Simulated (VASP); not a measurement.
OSZICAR of a VASP run on C (graphite):

**OSZICAR**
```
       N       E                     dE             d eps       ncg     rms          rms(c)
DAV:   1     0.438087991247E+02    0.43809E+02   -0.82718E+03   576   0.122E+03
DAV:   2    -0.397156680622E+02   -0.83524E+02   -0.76219E+02   784   0.234E+02
DAV:   3    -0.432593348458E+02   -0.35437E+01   -0.35184E+01   728   0.487E+01
DAV:   4    -0.433038659811E+02   -0.44531E-01   -0.44483E-01   716   0.636E+00
DAV:   5    -0.433047991167E+02   -0.93314E-03   -0.93284E-03   744   0.885E-01    0.941E+00
DAV:   6    -0.411071021077E+02    0.21977E+01   -0.22708E+00   660   0.104E+01    0.536E+00
DAV:   7    -0.404290089316E+02    0.67809E+00   -0.23352E+00   664   0.106E+01    0.141E+00
DAV:   8    -0.404303758603E+02   -0.13669E-02   -0.78445E-02   656   0.198E+00    0.156E-01
DAV:   9    -0.404297401433E+02    0.63572E-03   -0.20644E-03   712   0.366E-01    0.688E-02
DAV:  10    -0.404297280093E+02    0.12134E-04   -0.14062E-04   724   0.917E-02    0.250E-02
DAV:  11    -0.404297266218E+02    0.13875E-05   -0.51776E-06   732   0.196E-02    0.471E-03
DAV:  12    -0.404297265483E+02    0.73522E-07   -0.49240E-07   496   0.596E-03
   1 F= -.40429727E+02 E0= -.40429075E+02  d E =-.404297E+02
       N       E                     dE             d eps       ncg     rms          rms(c)
DAV:   1    -0.404303603337E+02   -0.63371E-03   -0.17978E-02   616   0.113E+00    0.825E-02
DAV:   2    -0.404300304242E+02    0.32991E-03   -0.45109E-04   676   0.164E-01    0.462E-02
DAV:   3    -0.404298907232E+02    0.13970E-03   -0.45371E-04   704   0.146E-01    0.125E-02
DAV:   4    -0.404298897836E+02    0.93959E-06   -0.18927E-05   676   0.329E-02    0.416E-03
DAV:   5    -0.404298888979E+02    0.88573E-06   -0.22102E-06   652   0.111E-02
   2 F= -.40429889E+02 E0= -.40429239E+02  d E =-.162350E-03
       N       E                     dE             d eps       ncg     rms          rms(c)
DAV:   1    -0.404299529025E+02   -0.63119E-04   -0.20118E-03   616   0.378E-01    0.273E-02
DAV:   2    -0.404299164446E+02    0.36458E-04   -0.49705E-05   688   0.546E-02    0.154E-02
DAV:   3    -0.404299008665E+02    0.15578E-04   -0.50541E-05   708   0.488E-02    0.417E-03
DAV:   4    -0.404299007474E+02    0.11917E-06   -0.20107E-06   580   0.109E-02
   3 F= -.40429901E+02 E0= -.40429251E+02  d E =-.174199E-03
       N       E                     dE             d eps       ncg     rms          rms(c)
DAV:   1    -0.404300057799E+02   -0.10491E-03   -0.13388E-03   616   0.301E-01    0.250E-02
DAV:   2    -0.404299762717E+02    0.29508E-04   -0.39259E-05   652   0.490E-02    0.131E-02
DAV:   3    -0.404299651976E+02    0.11074E-04   -0.36942E-05   684   0.416E-02    0.326E-03
DAV:   4    -0.404299651844E+02    0.13190E-07   -0.70889E-07   516   0.695E-03
   4 F= -.40429965E+02 E0= -.40429316E+02  d E =-.644370E-04
       N       E                     dE             d eps       ncg     rms          rms(c)
DAV:   1    -0.404305177049E+02   -0.55251E-03   -0.12346E-02   596   0.912E-01    0.754E-02
DAV:   2    -0.404302503722E+02    0.26733E-03   -0.35976E-04   644   0.148E-01    0.395E-02
DAV:   3    -0.404301497944E+02    0.10058E-03   -0.33530E-04   688   0.126E-01    0.983E-03
DAV:   4    -0.404301496744E+02    0.11996E-06   -0.66790E-06   644   0.210E-02
   5 F= -.40430150E+02 E0= -.40429502E+02  d E =-.248927E-03
       N       E                     dE             d eps       ncg     rms          rms(c)
DAV:   1    -0.404319502229E+02   -0.18004E-02   -0.49623E-02   576   0.183E+00    0.151E-01
DAV:   2    -0.404308789164E+02    0.10713E-02   -0.14459E-03   636   0.298E-01    0.791E-02
DAV:   3    -0.404304764232E+02    0.40249E-03   -0.13393E-03   676   0.251E-01    0.196E-02
DAV:   4    -0.404304758772E+02    0.54595E-06   -0.26690E-05   660   0.420E-02    0.147E-02
DAV:   5    -0.404304730235E+02    0.28537E-05   -0.42669E-06   668   0.185E-02    0.127E-03
DAV:   6    -0.404304730547E+02   -0.31165E-07   -0.20672E-07   408   0.407E-03
   6 F= -.40430473E+02 E0= -.40429829E+02  d E =-.572307E-03
       N       E                     dE             d eps       ncg     rms          rms(c)
DAV:   1    -0.404368982093E+02   -0.64252E-02   -0.19981E-01   576   0.368E+00    0.304E-01
DAV:   2    -0.404325744824E+02    0.43237E-02   -0.58404E-03   620   0.598E-01    0.159E-01
DAV:   3    -0.404309570056E+02    0.16175E-02   -0.53744E-03   664   0.503E-01    0.393E-02
DAV:   4    -0.404309546097E+02    0.23959E-05   -0.10650E-04   660   0.841E-02    0.292E-02
DAV:   5    -0.404309433797E+02    0.11230E-04   -0.16457E-05   676   0.365E-02    0.242E-03
DAV:   6    -0.404309434902E+02   -0.11049E-06   -0.76731E-07   464   0.781E-03
   7 F= -.40430943E+02 E0= -.40430306E+02  d E =-.104274E-02
       N       E                     dE             d eps       ncg     rms          rms(c)
DAV:   1    -0.404551248580E+02   -0.24181E-01   -0.81383E-01   576   0.745E+00    0.616E-01
DAV:   2    -0.404376188444E+02    0.17506E-01   -0.23794E-02   604   0.121E+00    0.321E-01
DAV:   3    -0.404311166968E+02    0.65021E-02   -0.21490E-02   648   0.101E+00    0.782E-02
DAV:   4    -0.404311044321E+02    0.12265E-04   -0.42471E-04   656   0.168E-01    0.560E-02
DAV:   5    -0.404310625401E+02    0.41892E-04   -0.60998E-05   680   0.707E-02    0.407E-03
DAV:   6    -0.404310629028E+02   -0.36270E-06   -0.19936E-06   588   0.127E-02
   8 F= -.40431063E+02 E0= -.40430443E+02  d E =-.116216E-02
```

Which electronic solver shows in the log?

It is blocked Davidson (ALGO = Normal, or the opening steps of other solvers). The INCAR had ALGO = Normal.

Can the final energy be trusted as converged?

The run converged. It stopped with EDIFF = 1E-6, NELM = 100, NSW = 60 and EDIFFG = -0.02 after 8 ionic steps (LDA (Ceperley-Alder, Perdew-Zunger), plane waves, VASP's LDA PAW potentials (set 64)). Energy and stress use the plane-wave basis of the starting cell.

The compound is C in the graphite structure. This run relaxes it. Symmetry was kept, so distortions that lower it aren't found. The k-mesh is coarse (spacing up to 0.33 per Å, 2π included), so the numbers may not be converged in it. The start is the result of an earlier pass.
